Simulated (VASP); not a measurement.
# BaTiH3 (Pm-3m) in VASP: further runs

The runs below take BaTiH3 through relaxation of cell and atoms, with PBEsol.

All numbers are computed with VASP 6.6.1; they aren't measurements. Logs are shortened: lines on timing, memory, paths and dates and some standing lists are left out, and cuts for length are marked.

## 1. Starting point

The structure is cubic, space group Pm-3m (No. 221). Conventional cell: a = 3.516 Å, b = 3.516 Å, c = 3.516 Å, α = 90.00°, β = 90.00°, γ = 90.00°. Ba (site symmetry m-3m) has 12 H at 2.49 Å as nearest neighbours. Ti (site symmetry m-3m) is surrounded by 6 H at 1.76 Å. H (site symmetry 4/mmm) has 2 Ti at 1.76 Å as nearest neighbours.

The cell was built by a generator and needn't be a form met in nature.

## 2. Relaxation of cell and atoms, PBEsol

The input, INCAR:

```
SYSTEM = BaTiH3
PREC     = Accurate       ! precision mode
ENCUT    = 600            ! plane-wave cutoff, eV
EDIFF    = 1E-6           ! SCF threshold, eV
ISMEAR   = 0              ! smearing method
SIGMA    = 0.03           ! smearing width, eV
LREAL    = .False.        ! projectors in reciprocal space
LASPH    = .True.         ! aspherical terms in the spheres
NELM     = 80             ! most SCF steps
ALGO     = Normal         ! electronic algorithm
ISIF     = 3              ! what is computed and relaxed
LWAVE    = .False.        ! write WAVECAR
LCHARG   = .False.        ! write CHGCAR
GGA      = PS             ! functional
IBRION   = 2              ! ionic algorithm
NSW      = 90             ! ionic steps
EDIFFG   = -0.01          ! ionic threshold
```

The input, KPOINTS:

```
regular mesh
0
Gamma
  8 8 8
  0 0 0
```

The input, POSCAR:

```
BaTiH3
1.0
    3.5161740300      0.0000000000      0.0000000000
    0.0000000000      3.5161740300      0.0000000000
    0.0000000000      0.0000000000      3.5161740300
Ba Ti H
1 1 3
Direct
    0.5000000000      0.5000000000      0.5000000000
    0.0000000000      0.0000000000      0.0000000000
    0.5000000000      0.0000000000      0.0000000000
    0.0000000000      0.5000000000      0.0000000000
    0.0000000000      0.0000000000      0.5000000000
```

Potentials or basis: VASP PAW PBE potentials, release 64 (Ba_sv, Ti_sv, H).

The run is started by

```
$ cat potpaw_PBE.64/Ba_sv/POTCAR potpaw_PBE.64/Ti_sv/POTCAR potpaw_PBE.64/H/POTCAR > POTCAR
$ mpirun -np 1 vasp_std > vasp.out
```

OUTCAR:

```text
SYSTEM = BaTiH3
   PREC = Accurate
   ENCUT = 600
   EDIFF = 1E-6
   ISMEAR = 0
   LREAL = .False.
   LASPH = .True.
   NELM = 80
   ISIF = 3
   GGA = PS
   IBRION = 2
   NSW = 90
   EDIFFG = -0.01

 ion  position               nearest neighbor table
   1  0.500  0.500  0.500-   3 2.49   4 2.49   5 2.49   3 2.49   4 2.49   3 2.49   5 2.49   3 2.49
                             4 2.49   5 2.49   4 2.49   5 2.49   2 3.05   2 3.05   2 3.05   2 3.05
   2  0.000  0.000  0.000-   3 1.76   4 1.76   5 1.76   5 1.76   4 1.76   3 1.76   1 3.05   1 3.05
                             1 3.05   1 3.05   1 3.05   1 3.05   1 3.05   1 3.05
   3  0.500  0.000  0.000-   2 1.76   2 1.76   1 2.49   1 2.49   1 2.49   1 2.49
   4  0.000  0.500  0.000-   2 1.76   2 1.76   1 2.49   1 2.49   1 2.49   1 2.49
   5  0.000  0.000  0.500-   2 1.76   2 1.76   1 2.49   1 2.49   1 2.49   1 2.49

  LATTYP: Found a simple cubic cell.
 ALAT       =     3.5161740300

  Lattice vectors:

 A1 = (   3.5161740300,   0.0000000000,   0.0000000000)
 A2 = (   0.0000000000,   3.5161740300,   0.0000000000)
 A3 = (   0.0000000000,   0.0000000000,   3.5161740300)

Analysis of symmetry for initial positions (statically):
=====================================================================
 Subroutine PRICEL returns:
 Original cell was already a primitive cell.

 Routine SETGRP: Setting up the symmetry group for a
 simple cubic supercell.

 Subroutine GETGRP returns: Found 48 space group operations
 (whereof 48 operations were pure point group operations)
 out of a pool of 48 trial point group operations.

The static configuration has the point symmetry O_h .

Analysis of symmetry for dynamics (positions and initial velocities):
=====================================================================
 Subroutine PRICEL returns:
 Original cell was already a primitive cell.

 Routine SETGRP: Setting up the symmetry group for a
 simple cubic supercell.

 Subroutine GETGRP returns: Found 48 space group operations
 (whereof 48 operations were pure point group operations)
 out of a pool of 48 trial point group operations.

The dynamic configuration has the point symmetry O_h .

 Subroutine INISYM returns: Found 48 space group operations
 (whereof 48 operations are pure point group operations),
 and found     1 'primitive' translations

----------------------------------------------------------------------------------------

                                     Primitive cell

  volume of cell :      43.4721

  direct lattice vectors                    reciprocal lattice vectors
     3.516174030  0.000000000  0.000000000     0.284400030  0.000000000  0.000000000
     0.000000000  3.516174030  0.000000000     0.000000000  0.284400030  0.000000000
     0.000000000  0.000000000  3.516174030     0.000000000  0.000000000  0.284400030

  length of vectors
     3.516174030  3.516174030  3.516174030     0.284400030  0.284400030  0.284400030

  position of ions in fractional coordinates (direct lattice)
     0.500000000  0.500000000  0.500000000
     0.000000000  0.000000000  0.000000000
     0.500000000  0.000000000  0.000000000
     0.000000000  0.500000000  0.000000000
     0.000000000  0.000000000  0.500000000

  ion indices of the primitive-cell ions
   primitive index   ion index
                 1           1
                 2           2
                 3           3
                 4           4
                 5           5

----------------------------------------------------------------------------------------

 KPOINTS: regular mesh

Automatic generation of k-mesh.
 Grid dimensions read from file:
 generate k-points for:    8    8    8

 Generating k-lattice:

  Cartesian coordinates                     Fractional coordinates (reciprocal lattice)
     0.035550004  0.000000000  0.000000000     0.125000000  0.000000000  0.000000000
     0.000000000  0.035550004  0.000000000     0.000000000  0.125000000  0.000000000
     0.000000000  0.000000000  0.035550004     0.000000000  0.000000000  0.125000000

  Length of vectors
     0.035550004  0.035550004  0.035550004

  Shift w.r.t. Gamma in fractional coordinates (k-lattice)
     0.000000000  0.000000000  0.000000000

 Subroutine IBZKPT returns following result:
 ===========================================

 Found     35 irreducible k-points:

 Following reciprocal coordinates:
            Coordinates               Weight
  0.000000  0.000000  0.000000      1.000000
  0.125000  0.000000  0.000000      6.000000
  0.250000  0.000000  0.000000      6.000000
  0.375000  0.000000  0.000000      6.000000
  0.500000  0.000000  0.000000      3.000000
  0.125000  0.125000  0.000000     12.000000
[... 16 lines left out ...]
  0.375000  0.375000  0.125000     24.000000
  0.500000  0.375000  0.125000     24.000000
 [... further k-points ...]
   k-points           NKPTS =     35   k-points in BZ     NKDIM =     35   number of bands    NBANDS=     16
   number of dos      NEDOS =    301   number of ions     NIONS =      5
   total plane-waves  NPLWV =  21952
   dimension x,y,z NGX =    28 NGY =   28 NGZ =   28
   dimension x,y,z NGXF=    56 NGYF=   56 NGZF=   56
   ions per type =               1   1   3
   NGX,Y,Z   is equivalent  to a cutoff of  13.24, 13.24, 13.24 a.u.
   NGXF,Y,Z  is equivalent  to a cutoff of  26.48, 26.48, 26.48 a.u.
 SYSTEM =  BaTiH3
   PREC   = accura    normal or accurate (medium, high low for compatibility)
   ISTART =      0    job   : 0-new  1-cont  2-samecut
   ICHARG =      2    charge: 1-file 2-atom 10-const
   ISPIN  =      1    spin polarized calculation?
   LNONCOLLINEAR =      F non collinear calculations
   LSORBIT =      F    spin-orbit coupling
   LASPH  =      T    aspherical Exc in radial PAW
   ENCUT  =  600.0 eV  44.10 Ry    6.64 a.u.   7.02  7.02  7.02*2*pi/ulx,y,z
   NELM   =     80;   NELMIN=  2; NELMDL= -5     # of ELM steps
   EDIFF  = 0.1E-05   stopping-criterion for ELM
   LREAL  =      F    real-space projection
   EDIFFG = -.1E-01   stopping-criterion for IOM
   NSW    =     90    number of steps for IOM
   IBRION =      2    ionic relax: 0-MD 1-quasi-New 2-CG
   NFREE  =      1    steps in history (QN), initial steepest desc. (CG)
   ISIF   =      3    stress and relaxation
   ISYM   =      2    0-nonsym 1-usesym 2-fastsym
   POTIM  = 0.5000    time-step for ionic-motion
   TEBEG  =    0.0;   TEEND  =   0.0 temperature during run
   PSTRESS=    0.0 pullay stress
   NELECT =      25.0000    total number of electrons
   NUPDOWN=      -1.0000    fix difference up-down
   EMIN   =  10.00;   EMAX   =-10.00  energy-range for DOS
   EFERMI =   0.00;   METHOD = LEGACY
   ISMEAR =     0;   SIGMA  =   0.03  broadening in eV -4-tet -1-fermi 0-gaus
   EFERMI_NEDOS =   21; number of points for ismear=-14 and -15
   IALGO  =     38    algorithm
   IMIX   =      4    mixing-type and parameters
     AMIX     =   0.40;   BMIX     =  1.00
     AMIX_MAG =   1.60;   BMIX_MAG =  1.00
  volume/ion in A,a.u.               =       8.69        58.67
  Fermi-wavevector in a.u.,A,eV,Ry     =   1.361396  2.572665 25.217025  1.853399
  Thomas-Fermi vector in A             =   2.487976
   LORBIT       =      0    0 simple, 1 ext, 2 COOP (PROOUT), +10 PAW based schemes
   GGA     = PS    functional components
   LHFCALC =     F    Hartree Fock is set to
   AEXX    =    0.0000 exact exchange contribution
   IVDW    =     0    specifies the selected vdW correction
   LEPSILON=     F    determine dielectric tensor
   LRPA    =     F    only Hartree local field effects (RPA)
 conjugate gradient relaxation of ions
 non-spin polarized calculation
 Gauss-broadening in eV      SIGMA  =   0.03
  energy-cutoff  :      600.00
  volume of cell :       43.47
 maximum number of plane-waves:      1472
   NGX = 15   NGY = 15   NGZ = 15

--------------------------------------- Ionic step        1  -------------------------------------------

 number of electron      25.0000001 magnetization

 Free energy of the ion-electron system (eV)
  ---------------------------------------------------
  ext. energy  EPLUGINS =         0.00000000
  ---------------------------------------------------
  free energy    TOTEN  =       -18.85443929 eV

  energy without entropy =      -18.85151949  energy(sigma->0) =      -18.85297939

------------------------ aborting loop because EDIFF is reached ----------------------------------------

  FORCE on cell =-STRESS in cart. coord.  units (eV):
  Direction    XX          YY          ZZ          XY          YZ          ZX
  --------------------------------------------------------------------------------------
  -------------------------------------------------------------------------------------
  Total       13.7693398     13.7693398     13.7693398     -0.0000000      0.0000000      0.0000000
  in kB      507.4726190    507.4726190    507.4726190     -0.0000000      0.0000000      0.0000000
  external PRESSURE =     507.4726190 kB  Pullay stress =       0.0000000 kB
[... 102 lines left out ...]
  energy  without entropy=      -21.3089916125  energy(sigma->0) =      -21.31262925

--------------------------------------- Ionic step        4  -------------------------------------------

 number of electron      25.0000012 magnetization

 Free energy of the ion-electron system (eV)
  ---------------------------------------------------
  ext. energy  EPLUGINS =         0.00000000
  ---------------------------------------------------
  free energy    TOTEN  =       -21.31725259 eV

  energy without entropy =      -21.31003942  energy(sigma->0) =      -21.31364600

 E-fermi :   4.7293     XC(G=0): -10.1419

 val. band max:        4.7284896094   @ k =   0.5000   0.2500   0.2500
 cond. band min:       4.7312941393   @ k =   0.5000   0.2500   0.1250
 fundamental gap:      0.0028045299
 Fermi energy:         4.7293419537

 k-point     1 :       0.0000    0.0000    0.0000
  band No.  band energies     occupation
      1     -52.1092      2.00000
      2     -28.5100      2.00000
      3     -28.5100      2.00000
      4     -28.5100      2.00000
      5     -23.1461      2.00000
      6      -8.1657      2.00000
[... 8 lines left out ...]
     15       7.1670      0.00000
     16       7.1670      0.00000
[... 420 lines left out ...]
  band No.  band energies     occupation
      1     -52.1076      2.00000
      2     -28.5316      2.00000
      3     -28.5278      2.00000
      4     -28.5109      2.00000
      5     -23.0259      2.00000
      6      -8.9017      2.00000
[... 8 lines left out ...]
     15       5.6143      0.00000
     16       5.9353      0.00000

 [... further k-points ...]
[... 5 lines left out ...]
  --------------------------------------------------------------------------------------
  -------------------------------------------------------------------------------------
  Total        0.0010736      0.0010736      0.0010736      0.0000000      0.0000000     -0.0000000
  in kB        0.0265070      0.0265070      0.0265070      0.0000000      0.0000000     -0.0000000
  external PRESSURE =       0.0265070 kB  Pullay stress =       0.0000000 kB
[... 20 lines left out ...]
  FREE ENERGIE OF THE ION-ELECTRON SYSTEM (eV)
  ---------------------------------------------------
  free  energy   TOTEN  =       -21.3172525867 eV

  energy  without entropy=      -21.3100394217  energy(sigma->0) =      -21.31364600

 reached required accuracy - stopping structural energy minimisation
```

It took 66 s on 1 thread of Intel Xeon Platinum 8488C (Sapphire Rapids), shared host; peak memory 0.19 GiB.

What came out:

```
Free energy                            : -21.3173 eV
Relaxed volume                         : 12.98 Å³/atom
Relaxed cell                           : a = 4.019 Å, b = 4.019 Å, c = 4.019 Å, α = 90.00°, β = 90.00°, γ = 90.00°
Space group after relaxing (to 0.05 Å) : Pm-3m (No. 221)
Energy gained by relaxing              : 492.6 meV/atom
Ionic steps                            : 4
Pressure after relaxing                : 0.0 GPa
Band gap on the k mesh                 : none (metal or under the smearing width)
```

The path:
| step | energy change (eV) | largest force (eV/Å) | pressure (GPa) | volume (Å³) |
| --- | --- | --- | --- | --- |
| 1 | 0.0000 | 0.0000 | 50.75 | 43.47 |
| 2 | -2.4544 | 0.0000 | 1.60 | 63.20 |
| 3 | -2.4618 | 0.0000 | -0.53 | 65.48 |
| 4 | -2.4628 | 0.0000 | 0.00 | 64.89 |

Final structure:
```
CELL_PARAMETERS angstrom
4.01853 0.00000 0.00000
0.00000 4.01853 0.00000
0.00000 0.00000 4.01853
ATOMIC_POSITIONS crystal
Ba 0.50000 0.50000 0.50000
Ti 0.00000 0.00000 0.00000
H 0.50000 0.00000 0.00000
H 0.00000 0.50000 0.00000
H 0.00000 0.00000 0.50000
```

Caveat: the volume moved by over 15 % at a fixed basis, so the end points are rough; the PAW data sets were made with another functional, which shifts forces and pressure a little. Spin-orbit coupling is left out, which matters for the levels of Ba.

## 3. Relaxation of cell and atoms, PBEsol

This run uses another cell than the first one, of 12.98 Å³/atom, 1.493 times its volume.

INCAR, as its differences from that of step 2:

```diff
@@ -3,3 +3,3 @@
 ENCUT    = 600            ! plane-wave cutoff, eV
-EDIFF    = 1E-6           ! SCF threshold, eV
+EDIFF    = 1E-7           ! SCF threshold, eV
 ISMEAR   = 0              ! smearing method
@@ -16,2 +16,2 @@
 NSW      = 90             ! ionic steps
-EDIFFG   = -0.01          ! ionic threshold
+EDIFFG   = -0.005         ! ionic threshold
```

KPOINTS is that of step 2.

The input, POSCAR:

```
BaTiH3                                  
1.0
    4.0185290360     -0.0000000000      0.0000000000
   -0.0000000000      4.0185290360      0.0000000000
   -0.0000000000      0.0000000000      4.0185290360
  Ba              Ti              H             
     1     1     3
Direct
     0.5000000000000000    0.5000000000000000    0.5000000000000000
     0.0000000000000000    0.0000000000000000    0.0000000000000000
     0.5000000000000000    0.0000000000000000    0.0000000000000000
     0.0000000000000000    0.5000000000000000    0.0000000000000000
     0.0000000000000000    0.0000000000000000    0.5000000000000000
```

Potentials or basis: VASP PAW PBE potentials, release 64 (Ba_sv, Ti_sv, H).

The run is started by

```
$ cat potpaw_PBE.64/Ba_sv/POTCAR potpaw_PBE.64/Ti_sv/POTCAR potpaw_PBE.64/H/POTCAR > POTCAR
$ mpirun -np 1 vasp_std > vasp.out
```

Run time: 40 s. Hardware: 1 thread of Intel Xeon Platinum 8488C (Sapphire Rapids), shared host; peak memory 0.22 GiB.

Results (log left out):

```
Free energy                            : -21.3346 eV
Relaxed volume                         : 13.00 Å³/atom
Relaxed cell                           : a = 4.021 Å, b = 4.021 Å, c = 4.021 Å, α = 90.00°, β = 90.00°, γ = 90.00°
Space group after relaxing (to 0.05 Å) : Pm-3m (No. 221)
Energy gained by relaxing              : 0.0 meV/atom
Ionic steps                            : 2
Pressure after relaxing                : 0.0 GPa
Band gap on the k mesh                 : none (metal or under the smearing width)
```

Final structure:
```cif
data_structure
_symmetry_space_group_name_H-M 'P 1'
_symmetry_Int_Tables_number 1
_cell_length_a 4.0210
_cell_length_b 4.0210
_cell_length_c 4.0210
_cell_angle_alpha 90.000
_cell_angle_beta 90.000
_cell_angle_gamma 90.000
_cell_volume 65.02
loop_
_atom_site_label
_atom_site_type_symbol
_atom_site_fract_x
_atom_site_fract_y
_atom_site_fract_z
_atom_site_occupancy
Ba1 Ba 0.50000 0.50000 0.50000 1
Ti1 Ti 0.00000 0.00000 0.00000 1
H1 H 0.50000 0.00000 0.00000 1
H2 H 0.00000 0.50000 0.00000 1
H3 H 0.00000 0.00000 0.50000 1
```

Levels at points of the mesh, in eV from the Fermi level:
| k point | band 8 | band 9 | band 10 | band 11 | band 12 | band 13 | band 14 | band 15 | band 16 |
| --- | --- | --- | --- | --- | --- | --- | --- | --- | --- |
| (0.00, 0.00, 0.00) | -12.90 | -7.60 | -5.08 | -5.08 | 0.58 | 0.58 | 0.58 | 2.43 | 2.43 |
| (0.50, 0.00, 0.00) | -12.83 | -5.25 | -5.14 | -4.56 | 0.51 | 0.51 | 0.61 | 0.87 | 1.02 |
| (0.50, 0.50, 0.00) | -12.74 | -6.16 | -3.60 | -3.60 | -1.56 | -0.43 | -0.43 | 0.77 | 0.96 |
| (0.50, 0.50, 0.50) | -13.46 | -4.93 | -4.93 | -4.93 | 0.15 | 0.15 | 0.15 | 1.00 | 1.00 |

Caveat: the PAW data sets were made with another functional, which shifts forces and pressure a little. The run has no spin-orbit coupling, so splittings on Ba are missing.
